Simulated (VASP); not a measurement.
# Cu63W (a cell with a defect) in VASP: relaxation of the atoms with PBEsol

Aim: the relaxation of the atoms of Cu63W (a cell with a defect) with PBEsol.

Program: VASP 6.6.1. These are calculated values, not measurements. Logs are shortened: lines on timing, memory, paths and dates and some standing lists are left out, and cuts for length are marked.

## (1) Starting point

The cell holds a defect, 64 atoms: a = 10.081 Å, b = 10.081 Å, c = 10.081 Å, α = 60.00°, β = 60.00°, γ = 60.00°.

The cell was built by a generator and needn't be a form met in nature.

## (2) Relaxation of the atoms, PBEsol

Input file INCAR:

```
PREC     = Accurate       # precision mode
ENCUT    = 350            # plane-wave cutoff, eV
EDIFF    = 1E-6           # SCF threshold, eV
ISMEAR   = 1              # smearing method
SIGMA    = 0.1            # smearing width, eV
LREAL    = F              # projectors in reciprocal space
LASPH    = T              # aspherical terms in the spheres
NELM     = 80             # most SCF steps
ALGO     = Normal         # electronic algorithm
ISIF     = 2              # what is computed and relaxed
LWAVE    = F              # write WAVECAR
LCHARG   = F              # write CHGCAR
GGA      = PS             # functional
IBRION   = 2              # ionic algorithm
NSW      = 40             # ionic steps
EDIFFG   = -0.02          # ionic threshold
```

Input file KPOINTS:

```
regular mesh
0
Gamma
  3 3 3
```

Input file POSCAR:

```
Cu63W
1.0
    0.0000000000      7.1280000000      7.1280000000
    7.1280000000      0.0000000000      7.1280000000
    7.1280000000      7.1280000000      0.0000000000
W Cu
1 63
Direct
    0.0000000000      0.0000000000      0.0000000000
    0.0000000000      0.0000000000      0.2500000000
    0.0000000000      0.0000000000      0.5000000000
    0.0000000000      0.0000000000      0.7500000000
    0.0000000000      0.2500000000      0.0000000000
    0.0000000000      0.2500000000      0.2500000000
    0.0000000000      0.2500000000      0.5000000000
    0.0000000000      0.2500000000      0.7500000000
    0.0000000000      0.5000000000      0.0000000000
    0.0000000000      0.5000000000      0.2500000000
    0.0000000000      0.5000000000      0.5000000000
    0.0000000000      0.5000000000      0.7500000000
    0.0000000000      0.7500000000      0.0000000000
    0.0000000000      0.7500000000      0.2500000000
    0.0000000000      0.7500000000      0.5000000000
    0.0000000000      0.7500000000      0.7500000000
    0.2500000000      0.0000000000      0.0000000000
    0.2500000000      0.0000000000      0.2500000000
    0.2500000000      0.0000000000      0.5000000000
    0.2500000000      0.0000000000      0.7500000000
    0.2500000000      0.2500000000      0.0000000000
    0.2500000000      0.2500000000      0.2500000000
    0.2500000000      0.2500000000      0.5000000000
    0.2500000000      0.2500000000      0.7500000000
    0.2500000000      0.5000000000      0.0000000000
    0.2500000000      0.5000000000      0.2500000000
    0.2500000000      0.5000000000      0.5000000000
    0.2500000000      0.5000000000      0.7500000000
    0.2500000000      0.7500000000      0.0000000000
    0.2500000000      0.7500000000      0.2500000000
    0.2500000000      0.7500000000      0.5000000000
    0.2500000000      0.7500000000      0.7500000000
    0.5000000000      0.0000000000      0.0000000000
    0.5000000000      0.0000000000      0.2500000000
    0.5000000000      0.0000000000      0.5000000000
    0.5000000000      0.0000000000      0.7500000000
    0.5000000000      0.2500000000      0.0000000000
    0.5000000000      0.2500000000      0.2500000000
    0.5000000000      0.2500000000      0.5000000000
    0.5000000000      0.2500000000      0.7500000000
    0.5000000000      0.5000000000      0.0000000000
    0.5000000000      0.5000000000      0.2500000000
    0.5000000000      0.5000000000      0.5000000000
    0.5000000000      0.5000000000      0.7500000000
    0.5000000000      0.7500000000      0.0000000000
    0.5000000000      0.7500000000      0.2500000000
    0.5000000000      0.7500000000      0.5000000000
    0.5000000000      0.7500000000      0.7500000000
    0.7500000000      0.0000000000      0.0000000000
    0.7500000000      0.0000000000      0.2500000000
    0.7500000000      0.0000000000      0.5000000000
    0.7500000000      0.0000000000      0.7500000000
    0.7500000000      0.2500000000      0.0000000000
    0.7500000000      0.2500000000      0.2500000000
    0.7500000000      0.2500000000      0.5000000000
    0.7500000000      0.2500000000      0.7500000000
    0.7500000000      0.5000000000      0.0000000000
    0.7500000000      0.5000000000      0.2500000000
    0.7500000000      0.5000000000      0.5000000000
    0.7500000000      0.5000000000      0.7500000000
    0.7500000000      0.7500000000      0.0000000000
    0.7500000000      0.7500000000      0.2500000000
    0.7500000000      0.7500000000      0.5000000000
    0.7500000000      0.7500000000      0.7500000000
```

Potentials or basis: VASP PAW PBE potentials, release 64 (W_sv, Cu).

Command:

```
$ cat potpaw_PBE.64/W_sv/POTCAR potpaw_PBE.64/Cu/POTCAR > POTCAR
$ mpirun -np 1 vasp_std > vasp.out
```

OUTCAR:

```text
PREC = Accurate
   ENCUT = 350
   EDIFF = 1E-6
   ISMEAR = 1
   LREAL = F
   LASPH = T
   NELM = 80
   ISIF = 2
   GGA = PS
   IBRION = 2
   NSW = 40
   EDIFFG = -0.02

 ion  position               nearest neighbor table
   1  0.000  0.000  0.000-   2 2.52   4 2.52   5 2.52   8 2.52  13 2.52  14 2.52  17 2.52  20 2.52
                            29 2.52  49 2.52  50 2.52  53 2.52
   2  0.000  0.000  0.250-   1 2.52   3 2.52   5 2.52   6 2.52  14 2.52  15 2.52  17 2.52  18 2.52
                            30 2.52  50 2.52  51 2.52  54 2.52
   3  0.000  0.000  0.500-   2 2.52   4 2.52   6 2.52   7 2.52  15 2.52  16 2.52  18 2.52  19 2.52
                            31 2.52  51 2.52  52 2.52  55 2.52
   4  0.000  0.000  0.750-   1 2.52   3 2.52   7 2.52   8 2.52  13 2.52  16 2.52  19 2.52  20 2.52
                            32 2.52  49 2.52  52 2.52  56 2.52
   5  0.000  0.250  0.000-   1 2.52   2 2.52   6 2.52   8 2.52   9 2.52  12 2.52  17 2.52  21 2.52
                            24 2.52  53 2.52  54 2.52  57 2.52
   6  0.000  0.250  0.250-   2 2.52   3 2.52   5 2.52   7 2.52   9 2.52  10 2.52  18 2.52  21 2.52
                            22 2.52  54 2.52  55 2.52  58 2.52
   7  0.000  0.250  0.500-   3 2.52   4 2.52   6 2.52   8 2.52  10 2.52  11 2.52  19 2.52  22 2.52
                            23 2.52  55 2.52  56 2.52  59 2.52
   8  0.000  0.250  0.750-   1 2.52   4 2.52   5 2.52   7 2.52  11 2.52  12 2.52  20 2.52  23 2.52
                            24 2.52  53 2.52  56 2.52  60 2.52
   9  0.000  0.500  0.000-   5 2.52   6 2.52  10 2.52  12 2.52  13 2.52  16 2.52  21 2.52  25 2.52
[... 97 lines left out ...]
  58  0.750  0.500  0.250-   6 2.52   9 2.52  10 2.52  42 2.52  43 2.52  46 2.52  54 2.52  55 2.52
                            57 2.52  59 2.52  61 2.52  62 2.52
  59  0.750  0.500  0.500-   7 2.52  10 2.52  11 2.52  43 2.52  44 2.52  47 2.52  55 2.52  56 2.52
                            58 2.52  60 2.52  62 2.52  63 2.52
  60  0.750  0.500  0.750-   8 2.52  11 2.52  12 2.52  41 2.52  44 2.52  48 2.52  53 2.52  56 2.52
                            57 2.52  59 2.52  63 2.52  64 2.52
  61  0.750  0.750  0.000-   9 2.52  13 2.52  16 2.52  33 2.52  45 2.52  46 2.52  49 2.52  52 2.52
                            57 2.52  58 2.52  62 2.52  64 2.52
  62  0.750  0.750  0.250-  10 2.52  13 2.52  14 2.52  34 2.52  46 2.52  47 2.52  49 2.52  50 2.52
                            58 2.52  59 2.52  61 2.52  63 2.52
  63  0.750  0.750  0.500-  11 2.52  14 2.52  15 2.52  35 2.52  47 2.52  48 2.52  50 2.52  51 2.52
                            59 2.52  60 2.52  62 2.52  64 2.52
  64  0.750  0.750  0.750-  12 2.52  15 2.52  16 2.52  36 2.52  45 2.52  48 2.52  51 2.52  52 2.52
                            57 2.52  60 2.52  61 2.52  63 2.52

  LATTYP: Found a face centered cubic cell.
 ALAT       =    14.2560000000

  Lattice vectors:

 A1 = (   0.0000000000,   7.1280000000,   7.1280000000)
 A2 = (   7.1280000000,   0.0000000000,   7.1280000000)
 A3 = (   7.1280000000,   7.1280000000,   0.0000000000)

Analysis of symmetry for initial positions (statically):
=====================================================================
 Subroutine PRICEL returns:
 Original cell was already a primitive cell.

 Routine SETGRP: Setting up the symmetry group for a
 face centered cubic supercell.

 Subroutine GETGRP returns: Found 48 space group operations
 (whereof 48 operations were pure point group operations)
 out of a pool of 48 trial point group operations.

The static configuration has the point symmetry O_h .

Analysis of symmetry for dynamics (positions and initial velocities):
=====================================================================
 Subroutine PRICEL returns:
 Original cell was already a primitive cell.

 Routine SETGRP: Setting up the symmetry group for a
 face centered cubic supercell.

 Subroutine GETGRP returns: Found 48 space group operations
 (whereof 48 operations were pure point group operations)
 out of a pool of 48 trial point group operations.

The dynamic configuration has the point symmetry O_h .

 Subroutine INISYM returns: Found 48 space group operations
 (whereof 48 operations are pure point group operations),
 and found     1 'primitive' translations

----------------------------------------------------------------------------------------

                                     Primitive cell

[... 177 lines left out ...]
   total plane-waves  NPLWV = 262144
   dimension x,y,z NGX =    64 NGY =   64 NGZ =   64
   dimension x,y,z NGXF=   128 NGYF=  128 NGZF=  128
   ions per type =               1  63
   NGX,Y,Z   is equivalent  to a cutoff of  10.55, 10.55, 10.55 a.u.
   NGXF,Y,Z  is equivalent  to a cutoff of  21.11, 21.11, 21.11 a.u.
 SYSTEM =  unknown system
   PREC   = accura    normal or accurate (medium, high low for compatibility)
   ISTART =      0    job   : 0-new  1-cont  2-samecut
   ICHARG =      2    charge: 1-file 2-atom 10-const
   ISPIN  =      1    spin polarized calculation?
   LNONCOLLINEAR =      F non collinear calculations
   LSORBIT =      F    spin-orbit coupling
   LASPH  =      T    aspherical Exc in radial PAW
   ENCUT  =  350.0 eV  25.72 Ry    5.07 a.u.  15.38 15.38 15.38*2*pi/ulx,y,z
   NELM   =     80;   NELMIN=  2; NELMDL= -5     # of ELM steps
   EDIFF  = 0.1E-05   stopping-criterion for ELM
   LREAL  =      F    real-space projection
   EDIFFG = -.2E-01   stopping-criterion for IOM
   NSW    =     40    number of steps for IOM
   IBRION =      2    ionic relax: 0-MD 1-quasi-New 2-CG
   NFREE  =      1    steps in history (QN), initial steepest desc. (CG)
   ISIF   =      2    stress and relaxation
   ISYM   =      2    0-nonsym 1-usesym 2-fastsym
   POTIM  = 0.5000    time-step for ionic-motion
   TEBEG  =    0.0;   TEEND  =   0.0 temperature during run
   PSTRESS=    0.0 pullay stress
   NELECT =     707.0000    total number of electrons
   NUPDOWN=      -1.0000    fix difference up-down
   EMIN   =  10.00;   EMAX   =-10.00  energy-range for DOS
   EFERMI =   0.00;   METHOD = LEGACY
   ISMEAR =     1;   SIGMA  =   0.10  broadening in eV -4-tet -1-fermi 0-gaus
   EFERMI_NEDOS =   21; number of points for ismear=-14 and -15
   IALGO  =     38    algorithm
   IMIX   =      4    mixing-type and parameters
     AMIX     =   0.40;   BMIX     =  1.00
     AMIX_MAG =   1.60;   BMIX_MAG =  1.00
  volume/ion in A,a.u.               =      11.32        76.37
  Fermi-wavevector in a.u.,A,eV,Ry     =   1.623941  3.068804 35.881077  2.637185
  Thomas-Fermi vector in A             =   2.717309
   LORBIT       =      0    0 simple, 1 ext, 2 COOP (PROOUT), +10 PAW based schemes
   GGA     = PS    functional components
   LHFCALC =     F    Hartree Fock is set to
   AEXX    =    0.0000 exact exchange contribution
   IVDW    =     0    specifies the selected vdW correction
   LEPSILON=     F    determine dielectric tensor
   LRPA    =     F    only Hartree local field effects (RPA)
 conjugate gradient relaxation of ions
 non-spin polarized calculation
 Methfessel and Paxton  Order N= 1 SIGMA  =   0.10
  energy-cutoff  :      350.00
  volume of cell :      724.32
 maximum number of plane-waves:     10849
 NGX is ok and might be reduce to    64
   NGX = 31   NGY = 31   NGZ = 31

--------------------------------------- Ionic step        1  -------------------------------------------

 number of electron     706.9997970 magnetization

 Free energy of the ion-electron system (eV)
  ---------------------------------------------------
  ext. energy  EPLUGINS =         0.00000000
  ---------------------------------------------------
  free energy    TOTEN  =      -283.00843934 eV

  energy without entropy =     -282.99721058  energy(sigma->0) =     -283.00469642

------------------------ aborting loop because EDIFF is reached ----------------------------------------

  FORCE on cell =-STRESS in cart. coord.  units (eV):
  Direction    XX          YY          ZZ          XY          YZ          ZX
  --------------------------------------------------------------------------------------
  -------------------------------------------------------------------------------------
  Total        9.5899931      9.5899931      9.5899931      0.0000000      0.0000000      0.0000000
  in kB       21.2126931     21.2126931     21.2126931      0.0000000      0.0000000      0.0000000
  external PRESSURE =      21.2126931 kB  Pullay stress =       0.0000000 kB
[... 379 lines left out ...]
--------------------------------------- Ionic step        5  -------------------------------------------

 number of electron     706.9998472 magnetization

 Free energy of the ion-electron system (eV)
  ---------------------------------------------------
  ext. energy  EPLUGINS =         0.00000000
  ---------------------------------------------------
  free energy    TOTEN  =      -283.10076983 eV

  energy without entropy =     -283.08921123  energy(sigma->0) =     -283.09691696

 E-fermi :   8.0325     XC(G=0): -13.2123

 val. band max:        8.0202575872   @ k =   0.3333   0.3333   0.0000
 cond. band min:       8.0376578840   @ k =   0.3333   0.0000   0.0000
 fundamental gap:      0.0174002969
 Fermi energy:         8.0325250425

 k-point     1 :       0.0000    0.0000    0.0000
  band No.  band energies     occupation
      1     -66.0443      2.00000
      2     -30.2866      2.00000
      3     -30.2866      2.00000
      4     -30.2866      2.00000
      5      -1.6811      2.00000
      6       0.4771      2.00000
[... 1461 lines left out ...]
    364       9.3627     -0.00000
    365       9.5264     -0.00000
 [bands above 365 left out]

------------------------ aborting loop because EDIFF is reached ----------------------------------------

  FORCE on cell =-STRESS in cart. coord.  units (eV):
  Direction    XX          YY          ZZ          XY          YZ          ZX
  --------------------------------------------------------------------------------------
  -------------------------------------------------------------------------------------
  Total        8.9977794      8.9977794      8.9977794     -0.0000000      0.0000000      0.0000000
  in kB       19.9027393     19.9027393     19.9027393     -0.0000000      0.0000000      0.0000000
  external PRESSURE =      19.9027393 kB  Pullay stress =       0.0000000 kB
[... 79 lines left out ...]
  FREE ENERGIE OF THE ION-ELECTRON SYSTEM (eV)
  ---------------------------------------------------
  free  energy   TOTEN  =      -283.1007698305 eV

  energy  without entropy=     -283.0892112257  energy(sigma->0) =     -283.09691696

 reached required accuracy - stopping structural energy minimisation
```

It took 2.4 h on 1 thread of Intel Xeon Platinum 8488C (Sapphire Rapids), shared host; peak memory 0.9 GiB.

Results:

| Item | Value |
| --- | --- |
| Free energy | -283.1008 eV |
| Energy gained by relaxing | 1.4 meV/atom |
| Ionic steps | 5 |
| Pressure after relaxing | 2.0 GPa |
| Largest force after relaxing | 0.020 eV/Å |
| Band gap on the k mesh | none (metal or under the smearing width) |

Forces on the atoms (eV/Å):
```
W    0.000  0.000  0.000
Cu  -0.001 -0.001  0.000
Cu   0.000  0.000  0.000
Cu   0.001  0.001  0.000
Cu  -0.001  0.000 -0.001
Cu   0.014  0.009  0.009
Cu  -0.009 -0.014  0.009
Cu   0.000  0.001 -0.001
Cu   0.000  0.000  0.000
Cu  -0.009  0.009 -0.014
Cu   0.000  0.000  0.000
Cu   0.009 -0.009  0.014
Cu   0.001  0.000  0.001
Cu   0.000 -0.001  0.001
Cu   0.009  0.014 -0.009
Cu  -0.014 -0.009 -0.009
Cu   0.000 -0.001 -0.001
Cu   0.009  0.014  0.009
Cu  -0.014 -0.009  0.009
Cu   0.001  0.000 -0.001
Cu   0.009  0.009  0.014
Cu   0.000  0.000  0.000
Cu  -0.009 -0.009  0.014
Cu   0.000  0.000 -0.007
Cu  -0.014  0.009 -0.009
Cu  -0.009  0.014 -0.009
Cu   0.000  0.005  0.005
Cu  -0.005  0.000  0.005
Cu   0.001 -0.001  0.000
Cu   0.000 -0.007  0.000
Cu  -0.005  0.005  0.000
Cu   0.007  0.000  0.000
Cu   0.000  0.000  0.000
Cu   0.009 -0.009 -0.014
Cu   0.000  0.000  0.000
Cu  -0.009  0.009  0.014
Cu   0.009 -0.014 -0.009
Cu   0.014 -0.009 -0.009
Cu   0.005  0.000  0.005
Cu   0.000 -0.005  0.005
Cu   0.000  0.000  0.000
Cu   0.005  0.005  0.000
Cu   0.000  0.000  0.000
Cu  -0.005 -0.005  0.000
Cu  -0.009  0.014  0.009
Cu   0.000  0.005 -0.005
Cu  -0.005  0.000 -0.005
Cu  -0.014  0.009  0.009
Cu   0.000  0.001  0.001
Cu  -0.001  0.000  0.001
Cu   0.014  0.009 -0.009
Cu  -0.009 -0.014 -0.009
Cu  -0.001  0.001  0.000
Cu  -0.007  0.000  0.000
Cu   0.005 -0.005  0.000
Cu   0.000  0.007  0.000
Cu   0.014 -0.009  0.009
Cu   0.005  0.000 -0.005
Cu   0.000 -0.005 -0.005
Cu   0.009 -0.014  0.009
Cu  -0.009 -0.009 -0.014
Cu   0.000  0.000  0.007
Cu   0.009  0.009 -0.014
Cu   0.000  0.000  0.000
```

Step by step:
```tsv
step	energy change (eV)	largest force (eV/Å)	pressure (GPa)
1	0.0000	0.4180	2.12
2	-0.0749	0.1543	2.04
3	-0.0892	0.0579	1.97
4	-0.0892	0.0582	1.98
5	-0.0923	0.0196	1.99
```

Final structure:
```
W Cu
1.0
     0.00000    7.12800    7.12800
     7.12800    0.00000    7.12800
     7.12800    7.12800    0.00000
W Cu
1 63
Direct
  0.00000 0.00000 0.00000
  0.00000 0.00000 0.25330
  0.00000 0.00000 0.50000
  0.00000 0.00000 0.74670
  0.00000 0.25330 0.00000
  0.00002 0.25050 0.25050
  0.00002 0.25050 0.49898
  0.00000 0.25330 0.74670
  0.00000 0.50000 0.00000
  0.00002 0.49898 0.25050
  0.00000 0.50000 0.50000
  0.99998 0.50102 0.74950
  0.00000 0.74670 0.00000
  0.00000 0.74670 0.25330
  0.99998 0.74950 0.50102
  0.99998 0.74950 0.74950
  0.25330 0.00000 0.00000
  0.25050 0.00002 0.25050
  0.25050 0.00002 0.49898
  0.25330 0.00000 0.74670
  0.25050 0.25050 0.00002
  0.25000 0.25000 0.25000
  0.25050 0.25050 0.49898
  0.25030 0.25030 0.74970
  0.25050 0.49898 0.00002
  0.25050 0.49898 0.25050
  0.25003 0.50000 0.50000
  0.25003 0.50000 0.74997
  0.25330 0.74670 0.00000
  0.25030 0.74970 0.25030
  0.25003 0.74997 0.50000
  0.25030 0.74970 0.74970
  0.50000 0.00000 0.00000
  0.49898 0.00002 0.25050
  0.50000 0.00000 0.50000
  0.50102 0.99998 0.74950
  0.49898 0.25050 0.00002
  0.49898 0.25050 0.25050
  0.50000 0.25003 0.50000
  0.50000 0.25003 0.74997
  0.50000 0.50000 0.00000
  0.50000 0.50000 0.25003
  0.50000 0.50000 0.50000
  0.50000 0.50000 0.74997
  0.50102 0.74950 0.99998
  0.50000 0.74997 0.25003
  0.50000 0.74997 0.50000
  0.50102 0.74950 0.74950
  0.74670 0.00000 0.00000
  0.74670 0.00000 0.25330
  0.74950 0.99998 0.50102
  0.74950 0.99998 0.74950
  0.74670 0.25330 0.00000
  0.74970 0.25030 0.25030
  0.74997 0.25003 0.50000
  0.74970 0.25030 0.74970
  0.74950 0.50102 0.99998
  0.74997 0.50000 0.25003
  0.74997 0.50000 0.50000
  0.74950 0.50102 0.74950
  0.74950 0.74950 0.99998
  0.74970 0.74970 0.25030
  0.74950 0.74950 0.50102
  0.75000 0.75000 0.75000
```

Caveat: the cutoff is under 1.25 times the usual one of these potentials, so pressure, stress and relaxed cells hold a basis-set (Pulay) error; the PAW data sets were made with another functional, which shifts forces and pressure a little.
